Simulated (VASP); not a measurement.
Computed with vdW-DF2, VASP's PBE PAW potentials (set 64) (plane waves; VASP).

A VASP calculation is set up with these files.

INCAR:
```
LWAVE = .FALSE.
LCHARG = .TRUE.
ZAB_VDW = -1.8867
GGA = ML
ISIF = 2   ! forces and stress, cell fixed
NEDOS = 601   ! DOS grid
ALGO = Normal   ! blocked Davidson
LUSE_VDW = .TRUE.
LASPH = .TRUE.
LREAL = .FALSE.   ! projection in real space or not
PREC = Accurate
ISMEAR = -5   ! tetrahedra, Bloechl
LMAXMIX = 4   ! l cut-off of mixed one-centre charges
SYSTEM = GaAs
NELM = 100
ENCUT = 520
AGGAC = 0.0
EDIFF = 1E-7
LORBIT = 11   ! lm-projected
```

File POSCAR:
```
GaAs
4.1884840
  0.0000000000   0.7071067115   0.7071067115
  0.7071067115   0.0000000000   0.7071067115
  0.7071067115   0.7071067115   0.0000000000
Ga As
1 1
Cart
  0.0000000000   0.0000000000   0.0000000000
  0.3535533557   0.3535533557   0.3535533557
```

**KPOINTS**
```
Regular mesh
0
gamma
  12 12 12
0 0 0
```

POTCAR, in this order: Ga_d As (PBE.64 set). Program: vasp_std.

The resulting files:

**OSZICAR**
```
       N       E                     dE             d eps       ncg     rms          rms(c)
DAV:   1     0.882700856661E+02    0.88270E+02   -0.92383E+03  1888   0.180E+03
DAV:   2     0.418645609058E+01   -0.84084E+02   -0.81577E+02  2045   0.328E+02
DAV:   3    -0.265355170650E+01   -0.68400E+01   -0.68003E+01  2377   0.783E+01
DAV:   4    -0.278222704082E+01   -0.12868E+00   -0.12859E+00  2161   0.120E+01
DAV:   5    -0.278460114370E+01   -0.23741E-02   -0.23740E-02  2276   0.139E+00    0.240E+00
DAV:   6    -0.260524270173E+01    0.17936E+00   -0.37090E-01  2529   0.819E+00    0.132E+00
DAV:   7    -0.258697790369E+01    0.18265E-01   -0.10276E-01  2097   0.203E+00    0.555E-01
DAV:   8    -0.258528284646E+01    0.16951E-02   -0.14491E-02  2305   0.133E+00    0.820E-02
DAV:   9    -0.258533278928E+01   -0.49943E-04   -0.15401E-03  2403   0.678E-01    0.466E-02
DAV:  10    -0.258534412079E+01   -0.11332E-04   -0.78730E-05  2032   0.921E-02    0.270E-02
DAV:  11    -0.258535310517E+01   -0.89844E-05   -0.35225E-05  2117   0.741E-02    0.302E-03
DAV:  12    -0.258535334272E+01   -0.23755E-06   -0.11839E-06  2231   0.119E-02    0.233E-03
DAV:  13    -0.258535338330E+01   -0.40578E-07   -0.31830E-07  2007   0.592E-03
   1 F= -.25853534E+01 E0= -.25853534E+01  d E =0.000000E+00
```

### OUTCAR
```
------------------------ aborting loop because EDIFF is reached ----------------------------------------
  FORCE on cell =-STRESS in cart. coord.  units (eV):
  Direction    XX          YY          ZZ          XY          YZ          ZX
  --------------------------------------------------------------------------------------
  Total        0.0061861      0.0061861      0.0061861      0.0000000      0.0000000      0.0000000
  in kB        0.1907548      0.1907548      0.1907548      0.0000000      0.0000000      0.0000000
  external PRESSURE =       0.1907548 kB  Pullay stress =       0.0000000 kB
  volume of cell :       51.96
      direct lattice vectors                 reciprocal lattice vectors
     0.000000000  2.961705147  2.961705147    -0.168821667  0.168821667  0.168821667
     2.961705147  0.000000000  2.961705147     0.168821667 -0.168821667  0.168821667
     2.961705147  2.961705147  0.000000000     0.168821667  0.168821667 -0.168821667
  FREE ENERGIE OF THE ION-ELECTRON SYSTEM (eV)
  ---------------------------------------------------
  free  energy   TOTEN  =        -2.5853533833 eV

  energy  without entropy=       -2.5853533833  energy(sigma->0) =       -2.58535338

 total charge

# of ion       s       p       d       tot
------------------------------------------
    1        0.919   0.665   9.972  11.556
    2        1.250   1.508   0.022   2.780
--------------------------------------------------
tot          2.170   2.173   9.994  14.336
```
(Selected blocks of OUTCAR.)

For a metal the tetrahedron method with Blöchl corrections gives inexact stress and forces.

The compound is GaAs in the zinc blende structure. It was relaxed first, which changed the volume by +15 %.
